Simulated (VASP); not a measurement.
# AlInBi: structure and properties in VASP, part 2 of 4

What structure does AlInBi take at this level, and what are its properties? The cell is invented: it takes the structure of a Materials Project entry for In2Bi (space group 187 there), with some of its atoms replaced by other elements, volume scaled by an estimate. It may not be a known or stable phase.

VASP 6.6.1; LAK; plane waves and PAW (Bi_d, In_d, Al); invented cell.

Still holding for the runs below: This run has no spin polarisation. Its electron count is odd, so without a moment it is a metal by construction. The k-mesh is coarse for a metal.

So far. Step 2 (Rough relaxation of the start cell): It ends with forces that vanish by symmetry and a pressure of -0.12 GPa. The relaxed cell has a = 5.410, c = 3.302 Å (conventional setting).

## 3. Full relaxation (LAK)

Properties are meant for the cell that this level of theory prefers, so cell and atoms are relaxed first (ISIF = 3) until forces and stress are small; EDIFFG sets the threshold.

The input, INCAR:

```
SYSTEM = AlInBi
PREC = Accurate
ENCUT = 400
EDIFF = 1E-06
NELM = 100
ISMEAR = -1
SIGMA = 0.05
LREAL = .FALSE.
ALGO = Normal
METAGGA = LAK
LASPH = .TRUE.
NBANDS = 21
LORBIT = 11
LWAVE = .FALSE.
LCHARG = .FALSE.
IBRION = 2
NSW = 60
ISIF = 3
EDIFFG = -0.01
```

The input, POSCAR:

```
AlInBi
1.0
    5.4102488808      0.0000000000      0.0000000000
   -2.7051244404      4.6854126087      0.0000000000
    0.0000000000      0.0000000000      3.3020340118
Bi In Al
1 1 1
Direct
    0.6666666700      0.3333333300      0.5000000000
    0.3333333300      0.6666666700      0.0000000000
    0.0000000000      0.0000000000      0.5000000000
```

The input, KPOINTS:

```
Automatic mesh
0
Gamma
5 5 7
0 0 0
```

PAW data sets: Bi_d, In_d and Al (PBE family, release 64).

Command:

```console
mpirun -np 1 vasp_std
```

Log:

```text
[banner, memory and clock lines left out]
running    1 mpi-ranks, on    1 nodes
 distrk:  each k-point on    1 cores,    1 groups
 distr:  one band on    1 cores,    1 groups

 POSCAR found type information on POSCAR BiInAl
 POSCAR found :  3 types and       3 ions
 [... a notice as in an earlier step ...]

 LDA part: xc-table for (None), standard interpolation
 POSCAR, INCAR and KPOINTS ok, starting setup
 FFT: planning ... GRIDC
 FFT: planning ... GRID_SOFT
 FFT: planning ... GRID
 WAVECAR not read
 entering main loop
       N       E                     dE             d eps       ncg     rms          rms(c)
DAV:   1     0.333814551186E+03    0.33381E+03   -0.13369E+04   840   0.142E+03
DAV:   2     0.878018391121E+02   -0.24601E+03   -0.23975E+03   845   0.382E+02
DAV:   3     0.685623810674E+02   -0.19239E+02   -0.18793E+02  1029   0.128E+02
DAV:   4     0.679254756365E+02   -0.63691E+00   -0.63616E+00  1048   0.262E+01
DAV:   5     0.678910741899E+02   -0.34401E-01   -0.34399E-01  1252   0.518E+00    0.698E+00
DAV:   6     0.805981666620E+02    0.12707E+02   -0.10184E+01  1004   0.499E+01    0.235E+00
DAV:   7     0.806791971758E+02    0.81031E-01   -0.24624E-01   955   0.638E+00    0.287E+00
DAV:   8     0.806775223453E+02   -0.16748E-02   -0.64856E-02  1032   0.286E+00    0.235E+00
DAV:   9     0.806645424139E+02   -0.12980E-01   -0.77577E-02   930   0.301E+00    0.104E+00
DAV:  10     0.806697907397E+02    0.52483E-02   -0.23567E-02   995   0.217E+00    0.519E-01
DAV:  11     0.806701670701E+02    0.37633E-03   -0.20805E-03  1003   0.455E-01    0.350E-01
DAV:  12     0.806699354187E+02   -0.23165E-03   -0.13381E-03  1041   0.501E-01    0.233E-01
DAV:  13     0.806700981564E+02    0.16274E-03   -0.15310E-04  1005   0.136E-01    0.454E-02
DAV:  14     0.806700856532E+02   -0.12503E-04   -0.33199E-05   994   0.558E-02    0.436E-02
DAV:  15     0.806700817990E+02   -0.38542E-05   -0.16146E-05   957   0.355E-02    0.310E-02
DAV:  16     0.806700867318E+02    0.49328E-05   -0.33190E-06   882   0.165E-02    0.312E-02
DAV:  17     0.806701049672E+02    0.18235E-04   -0.11612E-06   575   0.103E-02    0.123E-02
DAV:  18     0.806701103524E+02    0.53852E-05   -0.28885E-07   480   0.552E-03    0.878E-03
DAV:  19     0.806701174336E+02    0.70812E-05   -0.20100E-07   480   0.403E-03    0.238E-03
DAV:  20     0.806701190120E+02    0.15784E-05   -0.67096E-08   480   0.279E-03    0.179E-03
DAV:  21     0.806701203724E+02    0.13604E-05   -0.34303E-08   480   0.223E-03    0.135E-03
DAV:  22     0.806701212725E+02    0.90012E-06   -0.17485E-08   480   0.118E-03
   1 F= 0.80670121E+02 E0= 0.80677545E+02  d E =0.806701E+02
 curvature:   0.00 expect dE= 0.000E+00 dE for cont linesearch  0.000E+00
 trial: gam= 0.00000 g(F)=  0.485E-43 g(S)=  0.378E-02 ort = 0.000E+00 (trialstep = 0.100E+01)
 search vector abs. value=  0.378E-02
 bond charge predicted
       N       E                     dE             d eps       ncg     rms          rms(c)
DAV:   1     0.806292603118E+02   -0.40860E-01   -0.11122E+00   990   0.151E+01    0.108E+00
DAV:   2     0.806617473629E+02    0.32487E-01   -0.80318E-02   966   0.423E+00    0.462E-01
DAV:   3     0.806683404290E+02    0.65931E-02   -0.17392E-02  1131   0.190E+00    0.229E-01
DAV:   4     0.806683007861E+02   -0.39643E-04   -0.13580E-03  1136   0.300E-01    0.149E-01
DAV:   5     0.806680851956E+02   -0.21559E-03   -0.25773E-04  1089   0.114E-01    0.521E-02
DAV:   6     0.806680062293E+02   -0.78966E-04   -0.60937E-05  1178   0.708E-02    0.381E-02
DAV:   7     0.806680200540E+02    0.13825E-04   -0.66765E-06   944   0.189E-02    0.265E-02
DAV:   8     0.806680199448E+02   -0.10919E-06   -0.45527E-05   915   0.484E-02    0.214E-02
DAV:   9     0.806679961941E+02   -0.23751E-04   -0.53644E-06  1066   0.135E-02    0.289E-02
DAV:  10     0.806679996806E+02    0.34865E-05   -0.19860E-07   515   0.416E-03    0.243E-02
DAV:  11     0.806680102049E+02    0.10524E-04   -0.68114E-07   495   0.574E-03    0.973E-03
DAV:  12     0.806680155836E+02    0.53787E-05   -0.12913E-07   450   0.376E-03    0.459E-03
DAV:  13     0.806680194660E+02    0.38824E-05   -0.47429E-08   450   0.203E-03    0.116E-03
DAV:  14     0.806680203350E+02    0.86899E-06   -0.10770E-08   445   0.105E-03
   2 F= 0.80668020E+02 E0= 0.80674489E+02  d E =-.210094E-02
[...]
3 F= 0.80668002E+02 E0= 0.80674238E+02  d E =-.211901E-02
[...]
4 F= 0.80667992E+02 E0= 0.80674293E+02  d E =-.212961E-02
[...]
5 F= 0.80667804E+02 E0= 0.80673764E+02  d E =-.187675E-03
 trial-energy change:   -0.000188  1 .order   -0.000143   -0.000216   -0.000069
 step:   1.1949(harm=  1.5247)  dis= 0.00000  next Energy=    80.667799 (dE=-0.193E-03)
 bond charge predicted
       N       E                     dE             d eps       ncg     rms          rms(c)
DAV:   1     0.806677590686E+02   -0.44917E-04   -0.11720E-03   970   0.438E-01    0.377E-02
DAV:   2     0.806677591598E+02    0.91153E-07   -0.67810E-05   976   0.116E-01    0.157E-02
DAV:   3     0.806677689165E+02    0.97567E-05   -0.15242E-05  1107   0.568E-02    0.507E-03
DAV:   4     0.806677770583E+02    0.81418E-05   -0.18421E-06   657   0.118E-02    0.286E-03
DAV:   5     0.806677824141E+02    0.53557E-05   -0.51907E-07   450   0.661E-03    0.121E-03
DAV:   6     0.806677824620E+02    0.47899E-07   -0.16625E-07   450   0.477E-03
   6 F= 0.80667782E+02 E0= 0.80673694E+02  d E =-.209202E-03
 curvature:  -0.44 expect dE=-0.570E-05 dE for cont linesearch -0.443E-05
 trial: gam=-0.18052 g(F)=  0.715E-43 g(S)=  0.130E-04 ort = 0.474E-04 (trialstep = 0.107E+01)
 search vector abs. value=  0.312E-05
 reached required accuracy - stopping structural energy minimisation
```

It took 5.2 min on 1 MPI rank of AMD EPYC 9R45, shared host; peak memory 0.17 GiB.

From OUTCAR (step 3):

```text
  LATTYP: Found a hexagonal cell.
 ALAT       =     5.4102488808
 C/A-ratio  =     0.6103294108

The static configuration has the point symmetry D_3h.

 Found     20 irreducible k-points:

   k-points           NKPTS =     20   k-points in BZ     NKDIM =     20   number of bands    NBANDS=     21

   dimension x,y,z NGX =    36 NGY =   36 NGZ =   24
   dimension x,y,z NGXF=    72 NGYF=   72 NGZF=   48

   ENCUT  =  400.0 eV  29.40 Ry    5.42 a.u.   8.82  8.82  5.38*2*pi/ulx,y,z

   NELECT =      31.0000    total number of electrons

 E-fermi :   7.0398

 k-point     1 :       0.0000    0.0000    0.0000
  band No.  band energies     occupation
    ...
     13       3.9321      2.00000
     14       3.9322      2.00000
     15       4.3006      2.00000
     16       5.6424      2.00000
     17       5.6425      2.00000
     18       9.9902      0.00000
     19      13.6620      0.00000
     20      15.0629      0.00000
     21      16.3271      0.00000

 k-point     2 :       0.2000   -0.0000    0.0000
  band No.  band energies     occupation
    ...
     12       0.1562      2.00000
     13       2.8345      2.00000
     14       3.2686      2.00000
     15       5.1245      2.00000
     16       6.8700      1.93510
     17       7.9444      0.00000
     18      10.2404      0.00000
     19      13.6105      0.00000
     20      14.2428      0.00000
     21      14.5140      0.00000

  Total        0.0081994      0.0081994      0.0259381      0.0000000      0.0000000      0.0000000
  in kB        0.1584378      0.1584378      0.5012017      0.0000000      0.0000000      0.0000000
  external PRESSURE =       0.2726925 kB  Pullay stress =       0.0000000 kB

  energy-cutoff  :      400.00
  volume of cell :       82.92
      direct lattice vectors                 reciprocal lattice vectors
     5.374631055  0.000000000  0.000000000     0.186059283  0.107421385 -0.000000000
    -2.687315527  4.654566674  0.000000000    -0.000000000  0.214842771 -0.000000000
     0.000000000  0.000000000  3.314423915    -0.000000000 -0.000000000  0.301711557

 POSITION                                       TOTAL-FORCE (eV/Angst)
 -----------------------------------------------------------------------------------
      2.68732      1.55152      1.65721        -0.000000      0.000000      0.000000
     -0.00000      3.10304      0.00000        -0.000000     -0.000000     -0.000000
      0.00000      0.00000      1.65721         0.000000     -0.000000     -0.000000
 -----------------------------------------------------------------------------------
    total drift:                               -0.000005      0.000001      0.000000

  FREE ENERGIE OF THE ION-ELECTRON SYSTEM (eV)
  ---------------------------------------------------
  free  energy   TOTEN  =        80.6677824620 eV

  energy  without entropy=       80.6796046663  energy(sigma->0) =       80.67369356

 total charge
# of ion       s       p       d       tot
------------------------------------------
    1        1.498   1.294   9.910  12.702
    2        1.107   0.418   9.860  11.385
    3        0.491   0.259   0.000   0.750
--------------------------------------------------
tot          3.096   1.972  19.770  24.838

[... 2 parts as in an earlier step ...]

[... 7 further parts left out ...]
```

CONTCAR:

```
AlInBi
   1.00000000000000
     5.3746310546796732    0.0000000000000000    0.0000000000000000
    -2.6873155273398366    4.6545666736213036    0.0000000000000000
     0.0000000000000000    0.0000000000000000    3.3144239153255737
  Bi              In              Al
     1     1     1
Direct
     0.6666666699999979    0.3333333300000021    0.5000000000000000
     0.3333333300000021    0.6666666699999979    0.0000000000000000
     0.0000000000000000    0.0000000000000000    0.5000000000000000
```

Relaxation path:

| step | energy less that of the first step (eV) | largest force (eV/Å) | pressure (GPa) | volume (Å³) |
| --- | --- | --- | --- | --- |
| 1 | 0.0000 | 0.0000 | -0.38 | 83.70 |
| 2 | -0.0021 | 0.0000 | 0.01 | 82.90 |
| 3 | -0.0021 | 0.0000 | 0.12 | 82.69 |
| 4 | -0.0021 | 0.0000 | 0.09 | 82.75 |
| 5 | -0.0023 | 0.0000 | 0.03 | 82.89 |
| 6 | -0.0023 | 0.0000 | 0.03 | 82.92 |

| conventional cell, symmetrised | before | after | change |
| --- | --- | --- | --- |
| a (Å) | 5.410 | 5.375 | -0.7 % |
| b (Å) | 5.410 | 5.375 | -0.7 % |
| c (Å) | 3.302 | 3.314 | +0.4 % |
| volume (Å³/atom) | 27.90 | 27.64 | -0.9 % |

Final coordinates:

```xyz
3
Lattice="5.3746 0.0000 0.0000 -2.6873 4.6546 0.0000 0.0000 0.0000 3.3144" Properties=species:S:1:pos:R:3 pbc="T T T"
Bi    2.6873    1.5515    1.6572
In    0.0000    3.1030    0.0000
Al    0.0000    0.0000    1.6572
```

Numbers from this step:

```
irreducible k-points            : 20
free energy (TOTEN)             : 80.6678 eV
energy at zero smearing         : 80.6737 eV
Fermi energy                    : 7.040 eV
pressure                        : 0.02727 GPa
SCF cycles over all ionic steps : 69
```

It ends with forces that vanish by symmetry and a pressure of 0.03 GPa.

## 4. Single point with fields (LAK)

A single point on the relaxed cell gives a clean self-consistent state, with density, ELF and potential written out.

Edit INCAR of step 3 so:

```diff
@@ -14,6 +14,5 @@
 LWAVE = .FALSE.
-LCHARG = .FALSE.
-IBRION = 2
-NSW = 60
-ISIF = 3
-EDIFFG = -0.01
+LCHARG = .TRUE.
+ISIF = 2
+LELF = .TRUE.
+LVHAR = .TRUE.
```

The input, POSCAR:

```
AlInBi
1.0
    5.3746310547      0.0000000000      0.0000000000
   -2.6873155273      4.6545666736      0.0000000000
    0.0000000000      0.0000000000      3.3144239153
Bi In Al
1 1 1
Direct
    0.6666666700      0.3333333300      0.5000000000
    0.3333333300      0.6666666700      0.0000000000
    0.0000000000      0.0000000000      0.5000000000
```

KPOINTS is that of step 3.

Command:

```console
mpirun -np 1 vasp_std
```

Log:

```text
[... set-up lines as in an earlier step ...]
 entering main loop
       N       E                     dE             d eps       ncg     rms          rms(c)
DAV:   1     0.334224915518E+03    0.33422E+03   -0.13202E+04   840   0.143E+03
DAV:   2     0.886563368394E+02   -0.24557E+03   -0.23929E+03   845   0.391E+02
DAV:   3     0.685953819913E+02   -0.20061E+02   -0.19652E+02  1016   0.132E+02
DAV:   4     0.679023879657E+02   -0.69299E+00   -0.69243E+00  1067   0.273E+01
DAV:   5     0.678667356402E+02   -0.35652E-01   -0.35651E-01  1223   0.530E+00    0.707E+00
DAV:   6     0.805949758091E+02    0.12728E+02   -0.10154E+01  1009   0.500E+01    0.236E+00
DAV:   7     0.806774189702E+02    0.82443E-01   -0.24465E-01   985   0.639E+00    0.286E+00
DAV:   8     0.806753881557E+02   -0.20308E-02   -0.71688E-02  1012   0.303E+00    0.234E+00
DAV:   9     0.806627072829E+02   -0.12681E-01   -0.69224E-02   915   0.280E+00    0.101E+00
DAV:  10     0.806678652827E+02    0.51580E-02   -0.22940E-02  1005   0.215E+00    0.519E-01
DAV:  11     0.806682235903E+02    0.35831E-03   -0.22360E-03   953   0.482E-01    0.391E-01
DAV:  12     0.806680224050E+02   -0.20119E-03   -0.14830E-03  1053   0.539E-01    0.187E-01
DAV:  13     0.806681631511E+02    0.14075E-03   -0.14067E-04  1020   0.126E-01    0.286E-02
DAV:  14     0.806681439193E+02   -0.19232E-04   -0.34283E-05  1016   0.547E-02    0.459E-02
DAV:  15     0.806681394434E+02   -0.44759E-05   -0.11256E-05   948   0.293E-02    0.299E-02
DAV:  16     0.806681415212E+02    0.20779E-05   -0.30418E-06   908   0.116E-02    0.302E-02
DAV:  17     0.806681554956E+02    0.13974E-04   -0.70834E-07   525   0.971E-03    0.182E-02
DAV:  18     0.806681683278E+02    0.12832E-04   -0.41016E-07   485   0.584E-03    0.628E-03
DAV:  19     0.806681721502E+02    0.38224E-05   -0.15673E-07   480   0.390E-03    0.305E-03
DAV:  20     0.806681750841E+02    0.29338E-05   -0.56045E-08   480   0.263E-03    0.126E-03
DAV:  21     0.806681762968E+02    0.12127E-05   -0.24393E-08   480   0.152E-03    0.684E-04
DAV:  22     0.806681771776E+02    0.88085E-06   -0.13763E-08   480   0.120E-03
   1 F= 0.80668177E+02 E0= 0.80674088E+02  d E =-.118217E-01
```

Run time: 91 s. Hardware: 1 MPI rank; peak memory 0.16 GiB.

Parts of OUTCAR (step 4):

```text
  LATTYP: Found a hexagonal cell.
 ALAT       =     5.3746310547
 C/A-ratio  =     0.6166793370

The static configuration has the point symmetry D_3h.

 Found     20 irreducible k-points:

   ENCUT  =  400.0 eV  29.40 Ry    5.42 a.u.   8.76  8.76  5.40*2*pi/ulx,y,z

   NELECT =      31.0000    total number of electrons

 E-fermi :   7.0397

 k-point     1 :       0.0000    0.0000    0.0000
  band No.  band energies     occupation
    ...
     13       3.9320      2.00000
     14       3.9321      2.00000
     15       4.3006      2.00000
     16       5.6424      2.00000
     17       5.6425      2.00000
     18       9.9902      0.00000
     19      13.6620      0.00000
     20      15.0629      0.00000
     21      16.3270      0.00000

 k-point     2 :       0.2000    0.0000    0.0000
  band No.  band energies     occupation
    ...
     12       0.1562      2.00000
     13       2.8345      2.00000
     14       3.2686      2.00000
     15       5.1245      2.00000
     16       6.8700      1.93510
     17       7.9444      0.00000
     18      10.2404      0.00000
     19      13.6105      0.00000
     20      14.2427      0.00000
     21      14.5140      0.00000

  Total       -0.0006649     -0.0006649      0.0239683     -0.0000000      0.0000000      0.0000000
  in kB       -0.0128482     -0.0128482      0.4631398     -0.0000000      0.0000000      0.0000000
  external PRESSURE =       0.1458144 kB  Pullay stress =       0.0000000 kB

  energy-cutoff  :      400.00
  volume of cell :       82.92
      direct lattice vectors                 reciprocal lattice vectors
     5.374631055  0.000000000  0.000000000     0.186059283  0.107421385  0.000000000
    -2.687315527  4.654566674  0.000000000     0.000000000  0.214842771  0.000000000
     0.000000000  0.000000000  3.314423915     0.000000000  0.000000000  0.301711557

 POSITION                                       TOTAL-FORCE (eV/Angst)
 -----------------------------------------------------------------------------------
      2.68732      1.55152      1.65721         0.000000     -0.000000      0.000000
     -0.00000      3.10304      0.00000        -0.000000      0.000000      0.000000
      0.00000      0.00000      1.65721        -0.000000     -0.000000      0.000000
 -----------------------------------------------------------------------------------
    total drift:                               -0.000005      0.000001      0.000000

  FREE ENERGIE OF THE ION-ELECTRON SYSTEM (eV)
  ---------------------------------------------------
  free  energy   TOTEN  =        80.6681771776 eV

  energy  without entropy=       80.6799988982  energy(sigma->0) =       80.67408804

[... 4 parts as in an earlier step ...]

[... 7 further parts left out ...]
```

Numbers from this step:

```
SCF cycles              : 22
free energy (TOTEN)     : 80.6682 eV
energy at zero smearing : 80.6741 eV
pressure                : 0.01458 GPa
```

Valence electrons inside each PAW sphere by angular momentum. Sphere charges, by row:

| atom | s (e) | p (e) | d (e) | tot (e) |
| --- | --- | --- | --- | --- |
| Bi1 | 1.498 | 1.294 | 9.91 | 12.7 |
| In2 | 1.107 | 0.418 | 9.86 | 11.38 |
| Al3 | 0.491 | 0.259 | 0 | 0.75 |

ELF in the ab plane at fractional z = 0.500, with atoms of Bi and Al within 0.2 Å of it. It is the smooth field of the valence electrons, not physical close to the nuclei.

Values, 14 rows by 15 columns, each cell a mean:
```
0.13 0.40 0.61 0.53 0.35 0.25 0.23 0.22 0.23 0.27 0.40 0.57 0.60 0.32 0.09
0.53 0.60 0.51 0.34 0.22 0.19 0.19 0.19 0.19 0.24 0.40 0.57 0.61 0.52 0.46
0.64 0.50 0.33 0.22 0.20 0.21 0.22 0.21 0.20 0.24 0.40 0.57 0.69 0.73 0.72
0.48 0.32 0.22 0.20 0.23 0.24 0.24 0.21 0.20 0.24 0.40 0.55 0.65 0.68 0.62
0.34 0.22 0.19 0.22 0.24 0.25 0.23 0.20 0.20 0.28 0.41 0.50 0.53 0.53 0.47
0.30 0.20 0.20 0.22 0.24 0.23 0.21 0.20 0.26 0.37 0.44 0.47 0.47 0.45 0.42
0.30 0.20 0.19 0.21 0.21 0.20 0.20 0.27 0.38 0.47 0.53 0.54 0.55 0.49 0.41
0.30 0.21 0.20 0.20 0.20 0.21 0.28 0.39 0.49 0.50 0.36 0.35 0.49 0.53 0.41
0.32 0.27 0.27 0.27 0.27 0.31 0.39 0.48 0.50 0.29 0.32 0.25 0.47 0.50 0.41
0.43 0.44 0.44 0.44 0.43 0.44 0.45 0.53 0.37 0.26 0.34 0.35 0.52 0.46 0.45
0.61 0.60 0.61 0.61 0.57 0.50 0.47 0.54 0.40 0.28 0.38 0.52 0.49 0.51 0.58
0.60 0.52 0.63 0.72 0.66 0.52 0.46 0.54 0.54 0.53 0.53 0.48 0.53 0.66 0.71
0.22 0.25 0.59 0.74 0.63 0.49 0.43 0.45 0.47 0.45 0.44 0.51 0.65 0.73 0.55
0.03 0.21 0.59 0.67 0.52 0.39 0.37 0.37 0.37 0.37 0.42 0.55 0.68 0.54 0.15
```
Columns run along a (5.4 Å), rows up along b (5.4 Å). Atoms in or near the plane, at fractional coordinates: Bi at (0.67, 0.33), Al at (0.00, 0.00).

Valence density in the ab plane at fractional z = 0.500, with atoms of Bi and Al within 0.2 Å of it. It is the smooth field of the valence electrons, not physical close to the nuclei.

Ten steps, logarithmic in the rise over the least value, from '0' (0.01 × 1e0 e/Å³) to '9' (8.49 × 1e0 e/Å³), each cell a mean:
```
012111111112210
221111111112222
211111111112222
111111111112222
111111111122222
111111111233332
111111112356542
111111124688742
111111246999742
111112358998632
222222358886422
222222356653222
112222233322222
012221222212221
```
Columns run along a (5.4 Å), rows up along b (5.4 Å). Atoms in or near the plane, at fractional coordinates: Bi at (0.67, 0.33), Al at (0.00, 0.00).

Electrostatic potential energy in the ab plane at fractional z = 0.500, with atoms of Bi and Al within 0.2 Å of it. With pseudopotentials it is smooth inside the atoms' cores, unlike the true potential.

Ten even steps from '0' (-96 eV) to '9' (2 eV), each cell a mean:
```
158999999999841
789999999999865
999999999999988
999999999999999
999999999999999
999999999999999
999999999865689
999999998421479
999999984000389
999999962001699
999999962125899
778999975579999
336999998999986
027999999999961
```
Columns run along a (5.4 Å; values clipped at the 3rd and 97th percentile), rows up along b (5.4 Å). Atoms in or near the plane, at fractional coordinates: Bi at (0.67, 0.33), Al at (0.00, 0.00).

In this run the pressure is 0.01 GPa, small enough to go on.

[end of part 2 of 4]

[Lines on the potential files, build, host, timing and source positions are cut from VASP's logs without a mark.]

[Logs are printed without paths, hosts, clocks, repeated set-up lines and the standing remarks that a program may print on its own settings, such as how far it seeks lower states.]

[Hosts, paths, dates, database ids (printed as entryN), source tags and the programs' standing remarks are cut or masked in the printed files.]

[A measured line is paired with the nearest computed mode of its activity, which favours agreement.]
